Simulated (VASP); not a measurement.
# LaSi2Ru2 under strain, part 3 of 4

How does the pressure of LaSi2Ru2 answer to a change of volume? The bands are shown for each cell. All runs use PBEsol. Left out of this account: 1 further run (self-consistent run: a reference on another mesh). The start is a cell from a database of measured crystal structures.

VASP 6.6.1; PBEsol; plane waves and PAW (La, Si, Ru_pv).

Still holding for the runs below: This run has no spin polarisation. Its electron count is odd, so without a moment it is a metal by construction. Spin-orbit coupling is off here; with elements this heavy it splits and shifts levels by tenths of an eV or more.

So far, pressure (GPa): step 2 (bands, cell as listed) -6.62; step 3 (cell volume +4.0 %) -11.7; step 4 (cell volume +8.0 %) -15.8.

The database entry behind the starting cell has ideal inner coordinates that were not refined, so it need not match the best structure at ambient conditions.

**5. Bands, sheared, principal strains -3.1, +0.9, +2.3 %**

The cell is sheared at fixed volume, which lowers its symmetry.

File INCAR:

```
SYSTEM = LaSi2Ru2
PREC = Accurate
ENCUT = 400
EDIFF = 1E-06
NELM = 100
ISMEAR = -1
SIGMA = 0.05
LREAL = .FALSE.
ALGO = Normal
GGA = PS
NBANDS = 38
LASPH = .TRUE.
LORBIT = 11
LWAVE = .FALSE.
LCHARG = .FALSE.
KPAR = 4
```

File POSCAR:

```
LaSi2Ru2
1.0
   -4.2301610000      0.0518340000      0.0647060000
   -0.0518340000      4.1746790000     -0.0721210000
    2.2172920000     -2.0282190000     -5.0160050000
La Si Ru
1 2 2
Direct
    0.0000000000      0.0000000000      0.0000000000
    0.6250000000      0.6250000000      0.2500000000
    0.3750000000      0.3750000000      0.7500000000
    0.7500000000      0.2500000000      0.5000000000
    0.2500000000      0.7500000000      0.5000000000
```

File KPOINTS:

```
Automatic mesh
0
Gamma
8 8 8
0 0 0
```

File KPOINTS_OPT:

```
Line mode
16
Line-mode
Reciprocal
  0.00000000   0.50000000   0.00000000 X
  0.00000000   0.00000000   0.00000000 GAMMA

  0.00000000   0.00000000   0.00000000 GAMMA
  0.50000000   0.00000000  -0.50000000 Y

  0.50000000   0.50000000  -0.50000000 L
  0.00000000   0.00000000   0.00000000 GAMMA

  0.00000000   0.00000000   0.00000000 GAMMA
 -0.50000000   0.00000000   0.00000000 Z

 -0.50000000   0.50000000   0.00000000 N
  0.00000000   0.00000000   0.00000000 GAMMA

  0.00000000   0.00000000   0.00000000 GAMMA
  0.00000000   0.00000000  -0.50000000 M

  0.00000000   0.50000000  -0.50000000 R
  0.00000000   0.00000000   0.00000000 GAMMA
```

PAW data sets: La, Si and Ru_pv (PBE family, release 64).

Run with:

```console
$ mpirun -np 4 vasp_std
```

The program printed:

```text
[... set-up lines as in an earlier step ...]
 entering main loop
       N       E                     dE             d eps       ncg     rms          rms(c)
DAV:   1     0.361357486006E+03    0.36136E+03   -0.19214E+04 25516   0.137E+03
DAV:   2    -0.511502882144E+01   -0.36647E+03   -0.32608E+03 21494   0.333E+02
DAV:   3    -0.411657009965E+02   -0.36051E+02   -0.32310E+02 24720   0.979E+01
DAV:   4    -0.434496275507E+02   -0.22839E+01   -0.22494E+01 34092   0.229E+01
DAV:   5    -0.435123576906E+02   -0.62730E-01   -0.62572E-01 27048   0.291E+00    0.197E+01
DAV:   6    -0.430692606917E+02    0.44310E+00   -0.19882E+01 28470   0.253E+01    0.810E+00
DAV:   7    -0.414224166452E+02    0.16468E+01   -0.62970E+00 28944   0.146E+01    0.471E+00
DAV:   8    -0.413475743358E+02    0.74842E-01   -0.46123E-01 28832   0.327E+00    0.119E+00
DAV:   9    -0.413389921255E+02    0.85822E-02   -0.52645E-02 30272   0.133E+00    0.403E-01
DAV:  10    -0.413382249738E+02    0.76715E-03   -0.79919E-03 28096   0.511E-01    0.143E-01
DAV:  11    -0.413381470048E+02    0.77969E-04   -0.95915E-04 33926   0.207E-01    0.714E-02
DAV:  12    -0.413381905689E+02   -0.43564E-04   -0.19444E-04 31316   0.646E-02    0.355E-02
DAV:  13    -0.413382070003E+02   -0.16431E-04   -0.10513E-04 32726   0.472E-02    0.121E-02
DAV:  14    -0.413382087411E+02   -0.17408E-05   -0.10590E-05 32684   0.174E-02    0.842E-03
DAV:  15    -0.413382112813E+02   -0.25402E-05   -0.33053E-05 25772   0.184E-02    0.872E-03
DAV:  16    -0.413382115640E+02   -0.28271E-06   -0.42850E-06 26458   0.104E-02
   1 F= -.41338212E+02 E0= -.41324765E+02  d E =-.268926E-01
 Start KPOINTS_OPT (optional k-point list driver)
k-point batch [1-112\112]
       N       E                     dE             ncg
DAV:   1     0.268626748211E+05   -0.49861E+05    11080
DAV:   2    -0.146598894229E+05   -0.41523E+05     9324
DAV:   3    -0.184247858187E+05   -0.37649E+04    11018
DAV:   4    -0.186647428597E+05   -0.23996E+03    14476
DAV:   5    -0.186710595904E+05   -0.63167E+01    11778
DAV:   6    -0.186715356347E+05   -0.47604E+00    14806
DAV:   7    -0.186715470517E+05   -0.11417E-01    11928
DAV:   8    -0.186715474926E+05   -0.44093E-03    14002
DAV:   9    -0.186715475074E+05   -0.14737E-04     7444
DAV:  10    -0.186715475083E+05   -0.91874E-06     6260
```

Run time: 4.2 min. Hardware: 4 MPI ranks of Intel Xeon Platinum 8488C (Sapphire Rapids), shared host; peak memory 3.6 GiB.

From OUTCAR (step 5):

```text
   k-points           NKPTS =    260   k-points in BZ     NKDIM =    260   number of bands    NBANDS=     38

   ENCUT  =  400.0 eV  29.40 Ry    5.42 a.u.   6.90  6.81  9.54*2*pi/ulx,y,z

   NELECT =      47.0000    total number of electrons

 E-fermi :   9.7772

 k-point     1 :       0.0000    0.0000    0.0000
  band No.  band energies     occupation
    ...
     20       8.7203      2.00000
     21       9.0490      2.00000
     22       9.2855      1.99989
     23       9.4665      1.99600
     24       9.5667      1.97072
     25       9.9494      0.06187
     26      11.2067      0.00000
     27      11.5286      0.00000
     28      11.6155      0.00000
     29      12.6067      0.00000
    ...

  Total       -3.7834314     -2.7217267     -3.8358489      1.4274234      1.5615899      1.3442722
  in kB      -68.4281280    -49.2258600    -69.3761641     25.8167520     28.2433230     24.3128582
  external PRESSURE =     -62.3433840 kB  Pullay stress =       0.0000000 kB

 POSITION                                       TOTAL-FORCE (eV/Angst)
 -----------------------------------------------------------------------------------
      0.00000      0.00000      0.00000         0.000000      0.000000      0.000000
     -2.12192      2.13452     -1.25864         0.073590      0.128884     -1.586891
      0.05722      0.06378     -3.76478        -0.073590     -0.128884      1.586891
     -2.07693      0.06844     -2.47750         0.215088     -0.286263     -0.097196
      0.01223      2.12986     -2.54592        -0.215088      0.286263      0.097196
 -----------------------------------------------------------------------------------
    total drift:                               -0.000000      0.000000     -0.000000

  FREE ENERGIE OF THE ION-ELECTRON SYSTEM (eV)
  ---------------------------------------------------
  free  energy   TOTEN  =       -41.3382115640 eV

  energy  without entropy=      -41.3113190096  energy(sigma->0) =      -41.32476529

[... 1 part as in an earlier step ...]

[... 14 further parts left out ...]
```

The path and its labels are those of the sheared lattice, so a letter need not mean the same point as in the unstrained cell.

Numbers from this step:

- irreducible k-points: 260
- symmetry operations: 2
- free energy (TOTEN): -41.34 eV
- energy at zero smearing: -41.32 eV
- Fermi energy: 9.777 eV
- pressure: -6.234 GPa

The electronic bands at the labelled points (eV, zero at the Fermi level; # counts the bands kept, so #1 is VASP's band 11):

```
          point    #11    #12    #13    #14    #15   #16   #17   #18
              X  -1.47  -1.46  -1.05  -0.55   0.60  2.03  2.63  2.63
0.47 of the way  -0.92  -0.71  -0.59  -0.43   0.65  0.98  2.06  2.11
              Γ  -0.73  -0.49  -0.31  -0.21   0.17  1.43  1.75  1.84
0.53 of the way  -0.89  -0.75  -0.65  -0.42   0.68  1.03  2.05  2.14
              Y  -1.50  -1.46  -1.03  -0.50   0.65  2.03  2.58  2.64
      jump to L  -1.17  -0.80  -0.62  -0.41   0.10  1.62  2.17  2.56
0.47 of the way  -0.97  -0.83  -0.57  -0.07   0.26  1.14  2.02  2.57
              Γ  -0.73  -0.49  -0.31  -0.21   0.17  1.43  1.75  1.84
0.47 of the way  -0.76  -0.68  -0.60  -0.32   0.47  1.08  2.00  2.04
              Z  -1.54  -1.38  -1.11  -0.47   0.55  2.02  2.71  2.77
      jump to N  -1.31  -0.67  -0.58  -0.45  -0.12  1.80  1.91  2.54
0.53 of the way  -0.90  -0.87  -0.75  -0.02   0.03  0.98  1.72  2.52
              Γ  -0.73  -0.49  -0.31  -0.21   0.17  1.43  1.75  1.84
0.47 of the way  -0.12   0.05   0.12   0.15   0.93  1.43  2.22  2.26
              M   0.13   0.58   0.69   0.85   1.42  2.34  2.51  2.65
      jump to R  -1.51  -1.37  -1.14  -0.51   0.48  2.02  2.71  2.77
0.53 of the way  -0.80  -0.60  -0.59  -0.31   0.43  1.03  1.97  2.05
              Γ  -0.73  -0.49  -0.31  -0.21   0.17  1.43  1.75  1.84
```

Of the projections kept (La, Si, Ru), the largest for each band there; the rest of the weight can lie on other orbitals:

```
point      #11      #12      #13      #14      #15      #16      #17      #18
    X  Ru 0.96  Ru 0.96  Ru 0.91  Ru 0.72  Ru 0.63  La 0.69  La 0.82  Ru 0.56
    Γ  Ru 0.84  La 0.59  Ru 0.73  Ru 0.59  Ru 0.97  Ru 1.00  La 0.67  La 0.70
    Y  Ru 0.96  Ru 0.96  Ru 0.90  Ru 0.73  Ru 0.61  La 0.70  Ru 0.55  La 0.84
    L  Ru 0.86  Ru 0.58  Ru 0.96  Ru 0.98  Ru 0.70  Ru 0.88  Ru 0.91  La 0.83
    Γ  Ru 0.84  La 0.59  Ru 0.73  Ru 0.59  Ru 0.97  Ru 1.00  La 0.67  La 0.70
    Z  Ru 0.96  Ru 0.97  Ru 0.90  Ru 0.75  Ru 0.61  La 0.74  La 0.86  La 0.93
```

Force by atom:

```
atom  x (eV/Å)  y (eV/Å)  z (eV/Å)  size
 La1      0.00      0.00      0.00  0.00
 Si2      0.07      0.13     -1.59  1.59
 Si3     -0.07     -0.13      1.59  1.59
 Ru4      0.22     -0.29     -0.10  0.37
 Ru5     -0.22      0.29      0.10  0.37
```

 The pressure is -6.23 GPa, and the symmetry operations fall from 16 to 2.

**6. Bands, volume times 0.96**

The cell is compressed evenly, with fractional positions held.

INCAR is that of step 5.

Changes to POSCAR since step 5:

```diff
@@ -2,5 +2,5 @@
 1.0
-   -4.2301610000      0.0518340000      0.0647060000
-   -0.0518340000      4.1746790000     -0.0721210000
-    2.2172920000     -2.0282190000     -5.0160050000
+   -4.1625713875      0.0000000000      0.0000000000
+    0.0000000000      4.1625713875      0.0000000000
+    2.0812856938     -2.0812856938     -4.9080579734
 La Si Ru
```

KPOINTS is that of step 5.

File KPOINTS_OPT:

```
Line mode
16
Line-mode
Reciprocal
  0.00000000   0.00000000   0.00000000 GAMMA
 -0.50000000   0.50000000   0.00000000 X

 -0.50000000   0.50000000   0.00000000 X
 -0.41008875   0.58991125  -0.08991125 Y

 -0.41008875   0.58991125  -0.08991125 Y
  0.00000000   0.58991125  -0.29495562 S

  0.00000000   0.58991125  -0.29495562 S
  0.00000000   0.00000000   0.00000000 GAMMA

  0.00000000   0.00000000   0.00000000 GAMMA
  0.00000000   0.00000000   0.50000000 Z

  0.00000000   0.00000000   0.50000000 Z
  0.00000000   0.41008875   0.29495562 S1

  0.00000000   0.41008875   0.29495562 S1
  0.00000000   0.50000000   0.00000000 N

  0.00000000   0.50000000   0.00000000 N
 -0.50000000   0.50000000   0.25000000 P

 -0.50000000   0.50000000   0.25000000 P
 -0.41008875   0.41008875   0.50000000 Y1

 -0.41008875   0.41008875   0.50000000 Y1
  0.00000000   0.00000000   0.50000000 Z

 -0.50000000   0.50000000   0.00000000 X
 -0.50000000   0.50000000   0.25000000 P
```

Run with:

```console
$ mpirun -np 4 vasp_std
```

The program printed:

```text
[... set-up lines as in an earlier step ...]
 entering main loop
       N       E                     dE             d eps       ncg     rms          rms(c)
DAV:   1     0.352959013910E+03    0.35296E+03   -0.19308E+04  6010   0.138E+03
DAV:   2    -0.702419295118E+01   -0.35998E+03   -0.31921E+03  4906   0.332E+02
DAV:   3    -0.414286950320E+02   -0.34405E+02   -0.31077E+02  5562   0.962E+01
DAV:   4    -0.436369484635E+02   -0.22083E+01   -0.21788E+01  7882   0.225E+01
DAV:   5    -0.436909251959E+02   -0.53977E-01   -0.53882E-01  6234   0.273E+00    0.212E+01
DAV:   6    -0.430745508536E+02    0.61637E+00   -0.19347E+01  6498   0.254E+01    0.780E+00
DAV:   7    -0.415691346925E+02    0.15054E+01   -0.60000E+00  6592   0.145E+01    0.514E+00
DAV:   8    -0.414877464644E+02    0.81388E-01   -0.42974E-01  6428   0.327E+00    0.118E+00
DAV:   9    -0.414802116648E+02    0.75348E-02   -0.46599E-02  6890   0.126E+00    0.384E-01
DAV:  10    -0.414795440457E+02    0.66762E-03   -0.68456E-03  6194   0.477E-01    0.138E-01
DAV:  11    -0.414795213079E+02    0.22738E-04   -0.83286E-04  7810   0.211E-01    0.672E-02
DAV:  12    -0.414795511214E+02   -0.29813E-04   -0.15964E-04  7132   0.651E-02    0.279E-02
DAV:  13    -0.414795652612E+02   -0.14140E-04   -0.64823E-05  7340   0.343E-02    0.111E-02
DAV:  14    -0.414795667871E+02   -0.15259E-05   -0.94620E-06  7600   0.166E-02    0.742E-03
DAV:  15    -0.414795688657E+02   -0.20786E-05   -0.24394E-05  6134   0.172E-02    0.751E-03
DAV:  16    -0.414795689592E+02   -0.93501E-07   -0.28016E-06  5982   0.897E-03
   1 F= -.41479569E+02 E0= -.41466718E+02  d E =-.257024E-01
 Start KPOINTS_OPT (optional k-point list driver)
k-point batch [1-59\176]
       N       E                     dE             ncg
DAV:   1     0.770253386315E+04   -0.54066E+05     5904
DAV:   2    -0.137971244726E+05   -0.21500E+05     4896
DAV:   3    -0.157347385023E+05   -0.19376E+04     5752
DAV:   4    -0.158567185523E+05   -0.12198E+03     7706
DAV:   5    -0.158597385015E+05   -0.30199E+01     6082
DAV:   6    -0.158599769876E+05   -0.23849E+00     7874
DAV:   7    -0.158599810948E+05   -0.41073E-02     6110
DAV:   8    -0.158599812919E+05   -0.19704E-03     7536
DAV:   9    -0.158599812996E+05   -0.77290E-05     3676
DAV:  10    -0.158599813005E+05   -0.85302E-06     3354
[...]
k-point batch [119-176\176]
       N       E                     dE             ncg
DAV:   1     0.872022944650E+04   -0.66114E+05     5800
DAV:   2    -0.123038734653E+05   -0.21024E+05     4872
DAV:   3    -0.142378088740E+05   -0.19339E+04     5618
DAV:   4    -0.143598410698E+05   -0.12203E+03     7696
DAV:   5    -0.143631251336E+05   -0.32841E+01     6084
DAV:   6    -0.143633591827E+05   -0.23405E+00     7676
DAV:   7    -0.143633648508E+05   -0.56681E-02     6056
DAV:   8    -0.143633651034E+05   -0.25260E-03     7498
DAV:   9    -0.143633651174E+05   -0.13987E-04     3788
DAV:  10    -0.143633651183E+05   -0.91447E-06     3246
```

The job ended after 2.1 min (4 MPI ranks; peak memory 1.4 GiB).

Parts of OUTCAR (step 6):

```text
   ENCUT  =  400.0 eV  29.40 Ry    5.42 a.u.   6.79  6.79  9.33*2*pi/ulx,y,z

   NELECT =      47.0000    total number of electrons

 E-fermi :  10.3089

 k-point     1 :       0.0000    0.0000    0.0000
  band No.  band energies     occupation
    ...
     20       9.1971      2.00000
     21       9.6268      2.00000
     22       9.7696      1.99996
     23       9.9214      1.99914
     24       9.9214      1.99914
     25      10.4443      0.12493
     26      11.8105      0.00000
     27      12.1368      0.00000
     28      12.1368      0.00000
     29      13.2794      0.00000
    ...

  Total       -0.1083126     -0.1083126     -0.1879392      0.0000000     -0.0000000      0.0000000
  in kB       -2.0405928     -2.0405928     -3.5407465      0.0000000     -0.0000000      0.0000000
  external PRESSURE =      -2.5406441 kB  Pullay stress =       0.0000000 kB

 POSITION                                       TOTAL-FORCE (eV/Angst)
 -----------------------------------------------------------------------------------
      0.00000      0.00000      0.00000         0.000000     -0.000000      0.000000
     -2.08129      2.08129     -1.22701         0.000000     -0.000000     -1.493751
      0.00000     -0.00000     -3.68104        -0.000000      0.000000      1.493751
     -2.08129     -0.00000     -2.45403         0.000000     -0.000000      0.000000
      0.00000      2.08129     -2.45403        -0.000000      0.000000      0.000000
 -----------------------------------------------------------------------------------
    total drift:                               -0.000000      0.000000     -0.000000

  FREE ENERGIE OF THE ION-ELECTRON SYSTEM (eV)
  ---------------------------------------------------
  free  energy   TOTEN  =       -41.4795689592 eV

  energy  without entropy=      -41.4538665475  energy(sigma->0) =      -41.46671775

[... 3 parts as in an earlier step ...]

[... 13 further parts left out ...]
```

Numbers from this step:

```yaml
irreducible_k_points: 59
symmetry_operations: 16
free_energy_toten: -41.48 eV
energy_at_zero_smearing: -41.47 eV
fermi_energy: 10.31 eV
pressure: -0.2541 GPa
```

Electronic bands along the path, in eV, zero at the Fermi level; # counts the bands kept, so #1 is VASP's band 11:

```csv
point,#11,#12,#13,#14,#15,#16,#17,#18
Γ,-0.68,-0.54,-0.39,-0.39,0.14,1.50,1.83,1.83
0.47 of the way,-0.92,-0.90,-0.75,-0.02,0.17,1.08,1.93,2.61
X,-1.22,-0.78,-0.61,-0.55,0.02,1.85,2.08,2.72
0.47 of the way,-1.28,-1.01,-0.61,-0.27,0.01,1.86,2.08,2.75
Y,-1.47,-1.25,-0.61,0.03,0.17,1.87,2.10,2.82
0.47 of the way,-1.84,-1.31,-0.77,0.31,1.01,1.78,2.42,2.86
S,-1.58,-1.29,-1.23,0.82,0.86,1.47,2.80,2.82
0.47 of the way,-1.33,-0.95,-0.95,0.05,0.25,0.91,2.10,2.31
Γ,-0.68,-0.54,-0.39,-0.39,0.14,1.50,1.83,1.83
0.47 of the way,0.00,0.06,0.06,0.09,0.96,1.50,2.32,2.32
Z,0.10,0.67,0.67,0.99,1.50,2.47,2.65,2.74
0.47 of the way,-0.56,-0.35,-0.03,1.37,1.54,2.43,2.44,2.72
S1,-1.58,-1.29,-1.23,0.82,0.86,1.47,2.80,2.82
0.47 of the way,-1.55,-1.55,-1.31,0.16,0.72,1.78,2.80,2.85
N,-1.61,-1.49,-1.13,-0.51,0.58,2.13,2.83,2.92
0.53 of the way,-1.42,-1.01,-0.93,-0.34,0.59,1.97,2.17,2.80
P,-1.19,-0.58,-0.58,-0.36,-0.36,1.98,1.98,2.75
0.53 of the way,-1.25,-0.97,-0.60,-0.21,-0.09,1.89,2.06,2.75
Y1,-1.47,-1.25,-0.61,0.03,0.17,1.87,2.10,2.82
0.53 of the way,-1.12,-0.62,-0.54,1.60,1.82,2.15,2.59,2.65
Z,0.10,0.67,0.67,0.99,1.50,2.47,2.65,2.74
jump to X,-1.22,-0.78,-0.61,-0.55,0.02,1.85,2.08,2.72
0.53 of the way,-1.21,-0.64,-0.60,-0.56,-0.10,1.90,2.05,2.74
P,-1.19,-0.58,-0.58,-0.36,-0.36,1.98,1.98,2.75
```

Of the projections kept (La, Si, Ru), the largest for each band there; the rest of the weight can lie on other orbitals:

```csv
point,#11,#12,#13,#14,#15,#16,#17,#18
Γ,Ru 0.84,La 0.79,Ru 0.68,Ru 0.68,Ru 0.97,Ru 1.00,La 0.66,La 0.66
X,Ru 0.84,Ru 0.52,Ru 0.98,Ru 0.98,Ru 0.68,Ru 0.85,Ru 0.92,La 0.84
Y,Ru 0.87,Ru 0.89,Ru 0.98,Ru 0.72,Ru 0.75,Ru 0.86,Ru 0.82,La 0.84
S,Ru 0.90,Ru 0.97,Ru 0.98,Ru 0.56,Ru 0.68,Ru 0.48,La 0.88,La 0.81
Γ,Ru 0.84,La 0.79,Ru 0.68,Ru 0.68,Ru 0.97,Ru 1.00,La 0.66,La 0.66
Z,Ru 1.00,Ru 0.76,Ru 0.76,La 0.47,Ru 1.00,Ru 0.75,La 0.96,La 1.00
```

Force by atom:

```
atom  x (eV/Å)  y (eV/Å)  z (eV/Å)  size
 La1      0.00      0.00      0.00  0.00
 Si2      0.00      0.00     -1.49  1.49
 Si3      0.00      0.00      1.49  1.49
 Ru4      0.00      0.00      0.00  0.00
 Ru5      0.00      0.00      0.00  0.00
```

 The pressure is -0.25 GPa.

For the pressure, step 2 gave -6.62 GPa; this run, with cell volume -4.0 %, gives -0.254 GPa.

(Continued in part 4 of 4.)

[Lines on the potential files, build, host, timing and source positions are cut from VASP's logs without a mark.]

[Logs are printed without paths, hosts, clocks, repeated set-up lines and the standing remarks that a program may print on its own settings, such as how far it seeks lower states.]

[Hosts, paths, dates, database ids (printed as entryN), source tags and the programs' standing remarks are cut or masked in the printed files.]

[A measured line is paired with the nearest computed mode of its activity, which favours agreement.]

[In band tables of VASP the shares of atoms and orbitals are scaled to a sum of 1 inside the atoms' spheres.]
